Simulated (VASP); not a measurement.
These are PBE GGA with D3 dispersion (zero damping), VASP's PBE PAW potentials (set 64) (plane waves; VASP) values and carry that method's errors.

Input for VASP

### POSCAR
```
HfC
4.6207350
  0.0000000000   0.4999999960   0.4999999960
  0.4999999960   0.0000000000   0.4999999960
  0.4999999960   0.4999999960   0.0000000000
Hf C
1 1
direct
  0.0000000000   0.0000000000   0.0000000000
  0.5000000000   0.5000000000   0.5000000000
```

KPOINTS:
```
Automatic mesh
0
Gamma
15 15 15
0 0 0
```

INCAR:
```
SYSTEM = HfC
PREC = Accurate; ENCUT = 520; LREAL = .FALSE.
LASPH = .TRUE.
EDIFF = 1E-7; NELM = 100; ALGO = Normal
LMAXMIX = 6
ISMEAR = -5
GGA = PE; IVDW = 11
ISIF = 2
LWAVE = .FALSE.; LCHARG = .TRUE.; LORBIT = 11
NEDOS = 601
```

POTCAR, in this order: Hf_pv C (PBE.64 set). Program: vasp_std.

Output of the run:

### OUTCAR
```
 ion  position               nearest neighbor table
   1  0.000  0.000  0.000-   2 2.31   2 2.31   2 2.31   2 2.31   2 2.31   2 2.31
   2  0.500  0.500  0.500-   1 2.31   1 2.31   1 2.31   1 2.31   1 2.31   1 2.31
  LATTYP: Found a face centered cubic cell.
 ALAT       =     4.6207349634
 Subroutine PRICEL returns:
 Original cell was already a primitive cell.
 Subroutine GETGRP returns: Found 48 space group operations
The static configuration has the point symmetry O_h .
The dynamic configuration has the point symmetry O_h .
 Subroutine INISYM returns: Found 48 space group operations
 Subroutine IBZKPT returns following result:
 Found    120 irreducible k-points:

 Following reciprocal coordinates:
            Coordinates               Weight
  0.000000  0.000000  0.000000      1.000000
  0.066667  0.000000  0.000000      8.000000
  0.133333  0.000000  0.000000      8.000000
  0.200000  0.000000  0.000000      8.000000
  0.266667  0.000000  0.000000      8.000000
  0.333333  0.000000  0.000000      8.000000
  0.400000  0.000000  0.000000      8.000000
  0.466667  0.000000  0.000000      8.000000
  0.066667  0.066667  0.000000      6.000000
  0.133333  0.066667  0.000000     24.000000
  0.200000  0.066667  0.000000     24.000000
  0.266667  0.066667  0.000000     24.000000
  0.333333  0.066667  0.000000     24.000000
  0.400000  0.066667  0.000000     24.000000
  0.466667  0.066667  0.000000     24.000000
 -0.466667  0.066667  0.000000     24.000000
 -0.400000  0.066667  0.000000     24.000000
 -0.333333  0.066667  0.000000     24.000000
 -0.266667  0.066667  0.000000     24.000000
 -0.200000  0.066667  0.000000     24.000000
 -0.133333  0.066667  0.000000     24.000000
 -0.066667  0.066667  0.000000     12.000000
  0.133333  0.133333  0.000000      6.000000
  0.200000  0.133333  0.000000     24.000000
  0.266667  0.133333  0.000000     24.000000
  0.333333  0.133333  0.000000     24.000000
  0.400000  0.133333  0.000000     24.000000
  0.466667  0.133333  0.000000     24.000000
 -0.466667  0.133333  0.000000     24.000000
 -0.400000  0.133333  0.000000     24.000000
 -0.333333  0.133333  0.000000     24.000000
 -0.266667  0.133333  0.000000     24.000000
 -0.200000  0.133333  0.000000     24.000000
 -0.133333  0.133333  0.000000     12.000000
  0.200000  0.200000  0.000000      6.000000
  0.266667  0.200000  0.000000     24.000000
  0.333333  0.200000  0.000000     24.000000
  0.400000  0.200000  0.000000     24.000000
  0.466667  0.200000  0.000000     24.000000
 -0.466667  0.200000  0.000000     24.000000
   k-points           NKPTS =    120   k-points in BZ     NKDIM =    120   number of bands    NBANDS=     11
   number of dos      NEDOS =    601   number of ions     NIONS =      2
   total plane-waves  NPLWV =  13824
   dimension x,y,z NGX =    24 NGY =   24 NGZ =   24
   dimension x,y,z NGXF=    48 NGYF=   48 NGZF=   48
   ions per type =               1   1
   PREC   = accura    normal or accurate (medium, high low for compatibility)
   ISTART =      0    job   : 0-new  1-cont  2-samecut
   ICHARG =      2    charge: 1-file 2-atom 10-const
   ISPIN  =      1    spin polarized calculation?
   LNONCOLLINEAR =      F non collinear calculations
   LSORBIT =      F    spin-orbit coupling
   INIWAV =      1    electr: 0-lowe 1-rand  2-diag
   ENCUT  =  520.0 eV  38.22 Ry    6.18 a.u.   6.08  6.08  6.08*2*pi/ulx,y,z
   NELM   =    100;   NELMIN=  2; NELMDL= -5     # of ELM steps
   EDIFF  = 0.1E-06   stopping-criterion for ELM
   LREAL  =      F    real-space projection
   NLSPLINE    = F    spline interpolate recip. space projectors
   LMAXMIX     =    6 max onsite mixed and CHGCAR
...
```

**OSZICAR**
```
       N       E                     dE             d eps       ncg     rms          rms(c)
DAV:   1     0.242397289012E+02    0.24240E+02   -0.78826E+03  2648   0.122E+03
DAV:   2    -0.224040157634E+02   -0.46644E+02   -0.44801E+02  3379   0.216E+02
DAV:   3    -0.241836430174E+02   -0.17796E+01   -0.17610E+01  3350   0.327E+01
DAV:   4    -0.242001500388E+02   -0.16507E-01   -0.16499E-01  3151   0.324E+00
DAV:   5    -0.242003712624E+02   -0.22122E-03   -0.22120E-03  3479   0.300E-01    0.591E+01
DAV:   6    -0.211132071607E+02    0.30872E+01   -0.20027E+01  2933   0.232E+01    0.419E+01
DAV:   7    -0.210523416791E+02    0.60865E-01   -0.62271E-01  3067   0.613E+00    0.249E+01
DAV:   8    -0.210459130698E+02    0.64286E-02   -0.51240E-02  2942   0.229E+00    0.566E+00
DAV:   9    -0.210404731771E+02    0.54399E-02   -0.26679E-02  3010   0.983E-01    0.185E+00
DAV:  10    -0.210402503118E+02    0.22287E-03   -0.85257E-04  3086   0.252E-01    0.398E-01
DAV:  11    -0.210402372277E+02    0.13084E-04   -0.17568E-04  3011   0.975E-02    0.573E-02
DAV:  12    -0.210402355831E+02    0.16446E-05   -0.61953E-06  3107   0.227E-02    0.650E-02
DAV:  13    -0.210402349158E+02    0.66735E-06   -0.53014E-07  3107   0.717E-03    0.208E-03
DAV:  14    -0.210402349035E+02    0.12233E-07   -0.72521E-09  1512   0.925E-04
   1 F= -.21602124E+02 E0= -.21602124E+02  d E =0.000000E+00
```

File OUTCAR:
```
------------------------ aborting loop because EDIFF is reached ----------------------------------------
 Edisp (eV)   -0.56189
  FORCE on cell =-STRESS in cart. coord.  units (eV):
  Direction    XX          YY          ZZ          XY          YZ          ZX
  --------------------------------------------------------------------------------------
  Total      -0.00946    -0.00946    -0.00946     0.00000    -0.00000    -0.00000
  in kB      -0.61435    -0.61435    -0.61435     0.00000    -0.00000    -0.00000
  external pressure =       -0.61 kB  Pullay stress =        0.00 kB
  volume of cell :       24.66
      direct lattice vectors                 reciprocal lattice vectors
     0.000000000  2.310367482  2.310367482    -0.216415788  0.216415788  0.216415788
     2.310367482  0.000000000  2.310367482     0.216415788 -0.216415788  0.216415788
     2.310367482  2.310367482  0.000000000     0.216415788  0.216415788 -0.216415788
 POSITION                                       TOTAL-FORCE (eV/Angst)
 -----------------------------------------------------------------------------------
      0.00000      0.00000      0.00000        -0.000000      0.000000      0.000000
      2.31037      2.31037      2.31037         0.000000     -0.000000     -0.000000
 -----------------------------------------------------------------------------------
    total drift:                                0.000000     -0.000000     -0.000000
  FREE ENERGIE OF THE ION-ELECTRON SYSTEM (eV)
  ---------------------------------------------------
  free  energy   TOTEN  =       -21.6021238684 eV

  energy  without entropy=      -21.6021238684  energy(sigma->0) =      -21.60212387

 total charge

# of ion       s       p       d       tot
------------------------------------------
    1        0.316   6.641   1.693   8.650
    2        0.876   1.526   0.000   2.402
--------------------------------------------------
tot          1.192   8.167   1.693  11.052
```
(Selected blocks of OUTCAR.)

For a metal the tetrahedron method with Blöchl corrections gives inexact stress and forces.

The compound is HfC in the rock salt structure. It was relaxed first.
